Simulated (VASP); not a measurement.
# LiZnF3 (Pm-3m) in VASP: further runs

Runs on LiZnF3. Level: PBE. Tasks: single point, relaxation of cell and atoms.

Program: VASP 6.6.1. These are calculated values, not measurements. Logs are shortened: lines on timing, memory, paths and dates and some standing lists are left out, and cuts for length are marked.

## Step 1: Starting point

It takes space group Pm-3m (No. 221, cubic). Conventional cell: a = 3.636 Å, b = 3.636 Å, c = 3.636 Å, α = 90.00°, β = 90.00°, γ = 90.00°. Around Li (site symmetry m-3m) lie 6 F at 1.82 Å. Zn (site symmetry m-3m) is surrounded by 12 F at 2.57 Å. F (site symmetry 4/mmm) has 2 Li at 1.82 Å as nearest neighbours.

The cell comes from a database or a generator and needn't be the stable form of this composition.

## Step 2: Single point, PBE

Input file INCAR:

```
ALGO = Normal ; EDIFF = 1E-7
ENCUT = 520 ; GGA = PE
ISIF = 2 ; ISMEAR = 0
LASPH = True ; LCHARG = True
LELF = True ; LREAL = False
LVHAR = True ; LWAVE = False
NBANDS = 26 ; NELM = 100
PREC = Accurate ; SIGMA = 0.02
```

Input file KPOINTS:

```
k-points
0
Gamma
  8 8 8
```

Input file POSCAR:

```
LiZnF3
1.0
    3.6359599618      0.0000000000      0.0000000000
    0.0000000000      3.6359599618      0.0000000000
    0.0000000000      0.0000000000      3.6359599618
Li Zn F
1 1 3
Direct
    0.5000000000      0.5000000000      0.5000000000
    0.0000000000      0.0000000000      0.0000000000
    0.0000000000      0.5000000000      0.5000000000
    0.5000000000      0.5000000000      0.0000000000
    0.5000000000      0.0000000000      0.5000000000
```

Potentials or basis: VASP PAW PBE potentials, release 64 (Li_sv, Zn, F).

Command:

```
cat potpaw_PBE.64/Li_sv/POTCAR potpaw_PBE.64/Zn/POTCAR potpaw_PBE.64/F/POTCAR > POTCAR
mpirun -np 1 vasp_std > vasp.out
```

OUTCAR:

```text
EDIFF = 1E-7
   ENCUT = 520
   GGA = PE
   ISIF = 2
   ISMEAR = 0
   LASPH = True
   LREAL = False
   NELM = 100
   PREC = Accurate

 ion  position               nearest neighbor table
   1  0.500  0.500  0.500-   3 1.82   4 1.82   5 1.82   4 1.82   5 1.82   3 1.82
   2  0.000  0.000  0.000-
   3  0.000  0.500  0.500-   1 1.82   1 1.82
   4  0.500  0.500  0.000-   1 1.82   1 1.82
   5  0.500  0.000  0.500-   1 1.82   1 1.82

  LATTYP: Found a simple cubic cell.
 ALAT       =     3.6359599618

  Lattice vectors:

 A1 = (   3.6359599618,   0.0000000000,   0.0000000000)
 A2 = (   0.0000000000,   3.6359599618,   0.0000000000)
 A3 = (   0.0000000000,   0.0000000000,   3.6359599618)

Analysis of symmetry for initial positions (statically):
=====================================================================
 Subroutine PRICEL returns:
 Original cell was already a primitive cell.

 Routine SETGRP: Setting up the symmetry group for a
 simple cubic supercell.

 Subroutine GETGRP returns: Found 48 space group operations
 (whereof 48 operations were pure point group operations)
 out of a pool of 48 trial point group operations.

The static configuration has the point symmetry O_h .

Analysis of symmetry for dynamics (positions and initial velocities):
=====================================================================
 Subroutine PRICEL returns:
 Original cell was already a primitive cell.

 Routine SETGRP: Setting up the symmetry group for a
 simple cubic supercell.

 Subroutine GETGRP returns: Found 48 space group operations
 (whereof 48 operations were pure point group operations)
 out of a pool of 48 trial point group operations.

The dynamic configuration has the point symmetry O_h .

 Subroutine INISYM returns: Found 48 space group operations
 (whereof 48 operations are pure point group operations),
 and found     1 'primitive' translations

----------------------------------------------------------------------------------------

                                     Primitive cell

  volume of cell :      48.0681

  direct lattice vectors                    reciprocal lattice vectors
     3.635959962  0.000000000  0.000000000     0.275030531  0.000000000  0.000000000
     0.000000000  3.635959962  0.000000000     0.000000000  0.275030531  0.000000000
     0.000000000  0.000000000  3.635959962     0.000000000  0.000000000  0.275030531

  length of vectors
     3.635959962  3.635959962  3.635959962     0.275030531  0.275030531  0.275030531

  position of ions in fractional coordinates (direct lattice)
     0.500000000  0.500000000  0.500000000
     0.000000000  0.000000000  0.000000000
     0.000000000  0.500000000  0.500000000
     0.500000000  0.500000000  0.000000000
     0.500000000  0.000000000  0.500000000

  ion indices of the primitive-cell ions
   primitive index   ion index
                 1           1
                 2           2
                 3           3
                 4           4
                 5           5

----------------------------------------------------------------------------------------

 KPOINTS: k-points

Automatic generation of k-mesh.
 Grid dimensions read from file:
 generate k-points for:    8    8    8

 Generating k-lattice:

  Cartesian coordinates                     Fractional coordinates (reciprocal lattice)
     0.034378816  0.000000000  0.000000000     0.125000000  0.000000000  0.000000000
     0.000000000  0.034378816  0.000000000     0.000000000  0.125000000  0.000000000
     0.000000000  0.000000000  0.034378816     0.000000000  0.000000000  0.125000000

  Length of vectors
     0.034378816  0.034378816  0.034378816

  Shift w.r.t. Gamma in fractional coordinates (k-lattice)
     0.000000000  0.000000000  0.000000000

 Subroutine IBZKPT returns following result:
 ===========================================

 Found     35 irreducible k-points:

 Following reciprocal coordinates:
            Coordinates               Weight
  0.000000  0.000000  0.000000      1.000000
  0.125000  0.000000  0.000000      6.000000
  0.250000  0.000000  0.000000      6.000000
  0.375000  0.000000  0.000000      6.000000
  0.500000  0.000000  0.000000      3.000000
  0.125000  0.125000  0.000000     12.000000
[... 16 lines left out ...]
  0.375000  0.375000  0.125000     24.000000
  0.500000  0.375000  0.125000     24.000000
 [... further k-points ...]
   k-points           NKPTS =     35   k-points in BZ     NKDIM =     35   number of bands    NBANDS=     26
   number of dos      NEDOS =    301   number of ions     NIONS =      5
   total plane-waves  NPLWV =  21952
   dimension x,y,z NGX =    28 NGY =   28 NGZ =   28
   dimension x,y,z NGXF=    56 NGYF=   56 NGZF=   56
   ions per type =               1   1   3
   NGX,Y,Z   is equivalent  to a cutoff of  12.80, 12.80, 12.80 a.u.
   NGXF,Y,Z  is equivalent  to a cutoff of  25.60, 25.60, 25.60 a.u.
 SYSTEM =  unknown system
   PREC   = accura    normal or accurate (medium, high low for compatibility)
   ISTART =      0    job   : 0-new  1-cont  2-samecut
   ICHARG =      2    charge: 1-file 2-atom 10-const
   ISPIN  =      1    spin polarized calculation?
   LNONCOLLINEAR =      F non collinear calculations
   LSORBIT =      F    spin-orbit coupling
   LASPH  =      T    aspherical Exc in radial PAW
   ENCUT  =  520.0 eV  38.22 Ry    6.18 a.u.   6.76  6.76  6.76*2*pi/ulx,y,z
   NELM   =    100;   NELMIN=  2; NELMDL= -5     # of ELM steps
   EDIFF  = 0.1E-06   stopping-criterion for ELM
   LREAL  =      F    real-space projection
   EDIFFG = 0.1E-05   stopping-criterion for IOM
   NSW    =      0    number of steps for IOM
   IBRION =     -1    ionic relax: 0-MD 1-quasi-New 2-CG
   NFREE  =      0    steps in history (QN), initial steepest desc. (CG)
   ISIF   =      2    stress and relaxation
   ISYM   =      2    0-nonsym 1-usesym 2-fastsym
   POTIM  = 0.5000    time-step for ionic-motion
   TEBEG  =    0.0;   TEEND  =   0.0 temperature during run
   PSTRESS=    0.0 pullay stress
   NELECT =      36.0000    total number of electrons
   NUPDOWN=      -1.0000    fix difference up-down
   EMIN   =  10.00;   EMAX   =-10.00  energy-range for DOS
   EFERMI =   0.00;   METHOD = LEGACY
   ISMEAR =     0;   SIGMA  =   0.02  broadening in eV -4-tet -1-fermi 0-gaus
   EFERMI_NEDOS =   21; number of points for ismear=-14 and -15
   IALGO  =     38    algorithm
   IMIX   =      4    mixing-type and parameters
     AMIX     =   0.40;   BMIX     =  1.00
     AMIX_MAG =   1.60;   BMIX_MAG =  1.00
  volume/ion in A,a.u.               =       9.61        64.88
  Fermi-wavevector in a.u.,A,eV,Ry     =   1.486700  2.809455 30.072629  2.210276
  Thomas-Fermi vector in A             =   2.599953
   LORBIT       =      0    0 simple, 1 ext, 2 COOP (PROOUT), +10 PAW based schemes
   GGA     = PE    functional components
   LHFCALC =     F    Hartree Fock is set to
   AEXX    =    0.0000 exact exchange contribution
   IVDW    =     0    specifies the selected vdW correction
   LEPSILON=     F    determine dielectric tensor
   LRPA    =     F    only Hartree local field effects (RPA)
 non-spin polarized calculation
 Gauss-broadening in eV      SIGMA  =   0.02
  energy-cutoff  :      520.00
  volume of cell :       48.07
 maximum number of plane-waves:      1328
 NGX is ok and might be reduce to    28
   NGX = 13   NGY = 13   NGZ = 13

 number of electron      35.9999961 magnetization

 Free energy of the ion-electron system (eV)
  ---------------------------------------------------
  ext. energy  EPLUGINS =         0.00000000
  ---------------------------------------------------
  free energy    TOTEN  =       -18.67697027 eV

  energy without entropy =      -18.67697027  energy(sigma->0) =      -18.67697027

 E-fermi :  -0.3814     XC(G=0): -10.7760

 val. band max:       -0.4983609124   @ k =   0.5000   0.5000   0.0000
 cond. band min:       0.4120465289   @ k =   0.0000   0.0000   0.0000
 fundamental gap:      0.9104074413
 Fermi energy:        -0.3813500817

 k-point     1 :       0.0000    0.0000    0.0000
  band No.  band energies     occupation
      1     -40.4717      2.00000
      2     -21.2666      2.00000
      3     -20.0626      2.00000
      4     -20.0626      2.00000
      5      -5.2109      2.00000
      6      -5.2109      2.00000
[... 18 lines left out ...]
     25      17.7296      0.00000
     26      18.6614      0.00000

 k-point     2 :       0.1250    0.0000    0.0000
  band No.  band energies     occupation
      1     -40.4708      2.00000
      2     -21.2296      2.00000
      3     -20.1153      2.00000
      4     -20.0587      2.00000
      5      -5.2376      2.00000
      6      -5.1968      2.00000
[... 18 lines left out ...]
     25      18.0239      0.00000
     26      18.6160      0.00000

 k-point     3 :       0.2500    0.0000    0.0000
  band No.  band energies     occupation
      1     -40.4687      2.00000
      2     -21.1233      2.00000
      3     -20.2594      2.00000
      4     -20.0494      2.00000
      5      -5.3019      2.00000
      6      -5.2816      2.00000
[... 18 lines left out ...]
     25      18.5372      0.00000
     26      18.5407      0.00000

 k-point     4 :       0.3750    0.0000    0.0000
  band No.  band energies     occupation
      1     -40.4666      2.00000
      2     -20.9656      2.00000
      3     -20.4544      2.00000
      4     -20.0402      2.00000
      5      -5.3674      2.00000
      6      -5.3674      2.00000
[... 18 lines left out ...]
     25      18.4819      0.00000
     26      18.4819      0.00000

 k-point     5 :       0.5000    0.0000    0.0000
  band No.  band energies     occupation
      1     -40.4657      2.00000
      2     -20.8426      2.00000
      3     -20.5916      2.00000
      4     -20.0365      2.00000
      5      -5.3992      2.00000
      6      -5.3992      2.00000
[... 18 lines left out ...]
     25      18.4626      0.00000
     26      18.4626      0.00000

 k-point     6 :       0.1250    0.1250    0.0000
  band No.  band energies     occupation
      1     -40.4700      2.00000
      2     -21.1939      2.00000
      3     -20.1369      2.00000
      4     -20.0842      2.00000
      5      -5.2569      2.00000
      6      -5.2031      2.00000
[... 427 lines left out ...]
 k-point    21 :       0.3750    0.2500    0.1250
  band No.  band energies     occupation
      1     -40.4628      2.00000
      2     -20.8403      2.00000
      3     -20.4436      2.00000
      4     -20.2065      2.00000
      5      -5.3843      2.00000
      6      -5.3455      2.00000
[... 18 lines left out ...]
     25      17.9284      0.00000
     26      18.2633      0.00000

 k-point    22 :       0.5000    0.2500    0.1250
  band No.  band energies     occupation
      1     -40.4619      2.00000
      2     -20.7320      2.00000
      3     -20.5610      2.00000
      4     -20.2056      2.00000
      5      -5.3927      2.00000
      6      -5.3481      2.00000
[... 18 lines left out ...]
     25      17.8241      0.00000
     26      18.2253      0.00000

 k-point    23 :       0.3750    0.3750    0.1250
  band No.  band energies     occupation
      1     -40.4607      2.00000
      2     -20.7299      2.00000
      3     -20.4710      2.00000
      4     -20.3055      2.00000
      5      -5.4466      2.00000
      6      -5.3115      2.00000
[... 18 lines left out ...]
     25      17.3977      0.00000
     26      18.5889      0.00000

 k-point    24 :       0.5000    0.3750    0.1250
  band No.  band energies     occupation
      1     -40.4599      2.00000
      2     -20.6312      2.00000
      3     -20.5444      2.00000
      4     -20.3375      2.00000
      5      -5.4781      2.00000
      6      -5.3130      2.00000
[... 18 lines left out ...]
     25      17.2110      0.00000
     26      18.8462      0.00000

 [... further k-points ...]

------------------------ aborting loop because EDIFF is reached ----------------------------------------

  FORCE on cell =-STRESS in cart. coord.  units (eV):
  Direction    XX          YY          ZZ          XY          YZ          ZX
  --------------------------------------------------------------------------------------
  -------------------------------------------------------------------------------------
  Total       -0.0267117     -0.0267117     -0.0267117     -0.0000000      0.0000000     -0.0000000
  in kB       -0.8903392     -0.8903392     -0.8903392     -0.0000000      0.0000000     -0.0000000
  external PRESSURE =      -0.8903392 kB  Pullay stress =       0.0000000 kB

 VOLUME and BASIS-vectors are now :
 -----------------------------------------------------------------------------
  energy-cutoff  :      520.00
  volume of cell :       48.07
      direct lattice vectors                 reciprocal lattice vectors
     3.635959962  0.000000000  0.000000000     0.275030531  0.000000000  0.000000000
     0.000000000  3.635959962  0.000000000     0.000000000  0.275030531  0.000000000
     0.000000000  0.000000000  3.635959962     0.000000000  0.000000000  0.275030531

 POSITION                                       TOTAL-FORCE (eV/Angst)
 -----------------------------------------------------------------------------------
      1.81798      1.81798      1.81798         0.000000      0.000000      0.000000
      0.00000      0.00000      0.00000         0.000000      0.000000      0.000000
      0.00000      1.81798      1.81798         0.000000      0.000000      0.000000
      1.81798      1.81798      0.00000         0.000000      0.000000      0.000000
      1.81798      0.00000      1.81798         0.000000      0.000000      0.000000
 -----------------------------------------------------------------------------------
    total drift:                                0.000000      0.000000      0.000000

  FREE ENERGIE OF THE ION-ELECTRON SYSTEM (eV)
  ---------------------------------------------------
  free  energy   TOTEN  =       -18.6769702669 eV

  energy  without entropy=      -18.6769702669  energy(sigma->0) =      -18.67697027
```

Run time: 18 s. Hardware: 1 thread of Intel Xeon 6975P-C (Granite Rapids), shared host; peak memory 0.17 GiB.

Results:

- Free energy: -18.6770 eV
- Band gap on the k mesh: 0.91 eV, indirect (least direct gap 1.21 eV)

Caveat: the cutoff is under 1.25 times the usual one of these potentials, so pressure, stress and relaxed cells hold a basis-set (Pulay) error. A hybrid or GW would open this gap; PBE tends to underestimate it.

## Step 3: Relaxation of cell and atoms, PBE (cell and atoms relaxed tightly for response)

Input file INCAR:

```
ALGO     = Fast           # electronic algorithm
EDIFF    = 1E-7           # SCF threshold, eV
EDIFFG   = -0.001         # ionic threshold
ENCUT    = 600            # plane-wave cutoff, eV
GGA      = PE             # functional
IBRION   = 2              # ionic algorithm
ISIF     = 3              # what is computed and relaxed
ISMEAR   = 0              # smearing method
LASPH    = T              # aspherical terms in the spheres
LCHARG   = F              # write CHGCAR
LREAL    = F              # projectors in reciprocal space
LWAVE    = F              # write WAVECAR
NELM     = 100            # most SCF steps
NSW      = 80             # ionic steps
PREC     = Accurate       # precision mode
SIGMA    = 0.01           # smearing width, eV
```

KPOINTS is that of step 2.

POSCAR: that of step 2 with these lines changed.

```diff
@@ -2,5 +2,5 @@
 1.0
-    3.6359599618      0.0000000000      0.0000000000
-    0.0000000000      3.6359599618      0.0000000000
-    0.0000000000      0.0000000000      3.6359599618
+    3.6358690033      0.0000000000      0.0000000000
+    0.0000000000      3.6358690033      0.0000000000
+    0.0000000000      0.0000000000      3.6358690033
 Li Zn F
```

Potentials or basis: VASP PAW PBE potentials, release 64 (Li_sv, Zn, F).

Command:

```
cat potpaw_PBE.64/Li_sv/POTCAR potpaw_PBE.64/Zn/POTCAR potpaw_PBE.64/F/POTCAR > POTCAR
mpirun -np 1 vasp_std > vasp.out
```

Run time: 2.5 min. Hardware: 1 thread of Intel Xeon Platinum 8488C (Sapphire Rapids), shared host; peak memory 0.2 GiB.

Results (log left out):

* Free energy: -18.6836 eV
* Relaxed volume: 9.58 Å³/atom
* Relaxed cell: a = 3.632 Å, b = 3.632 Å, c = 3.632 Å, α = 90.00°, β = 90.00°, γ = 90.00°
* Space group after relaxing (to 0.05 Å): Pm-3m (No. 221)
* Energy gained by relaxing: 0.0 meV/atom
* Ionic steps: 5
* Pressure after relaxing: 0.0 GPa
* Band gap on the k mesh: 0.92 eV, indirect (least direct gap 1.23 eV)

Step by step:
| step | energy change (eV) | largest force (eV/Å) | pressure (GPa) | volume (Å³) |
| --- | --- | --- | --- | --- |
| 1 | 0.0000 | 0.0000 | -0.31 | 48.06 |
| 2 | -0.0001 | 0.0000 | -0.08 | 47.94 |
| 3 | -0.0001 | 0.0000 | 0.05 | 47.86 |
| 4 | -0.0002 | 0.0000 | 0.02 | 47.89 |
| 5 | -0.0002 | 0.0000 | -0.01 | 47.91 |

Final structure:
```xyz
5
Lattice="3.6319 0.0000 0.0000 0.0000 3.6319 0.0000 0.0000 0.0000 3.6319" Properties=species:S:1:pos:R:3 pbc="T T T"
Li    1.8159    1.8159    1.8159
Zn    0.0000    0.0000    0.0000
F     0.0000    1.8159    1.8159
F     1.8159    1.8159    0.0000
F     1.8159    0.0000    1.8159
```

Levels at points of the mesh, in eV from the valence-band top:
```csv
k point,band 14,band 15,band 16,band 17,band 18,band 19,band 20,band 21,band 22
"(0.00, 0.00, 0.00)",-0.94,-0.94,-0.31,-0.31,-0.31,0.92,12.59,12.59,12.59
"(0.50, 0.00, 0.00)",-1.59,-1.37,-1.02,-0.38,-0.38,4.28,7.24,11.58,11.58
"(0.50, 0.50, 0.00)",-1.87,-1.16,-1.16,-0.23,0.00,4.59,9.03,9.03,10.82
"(0.50, 0.50, 0.50)",-0.21,-0.21,-0.04,-0.04,-0.04,2.65,10.76,10.76,10.76
```

Caveat: the cutoff is under 1.25 times the usual one of these potentials, so pressure, stress and relaxed cells hold a basis-set (Pulay) error.
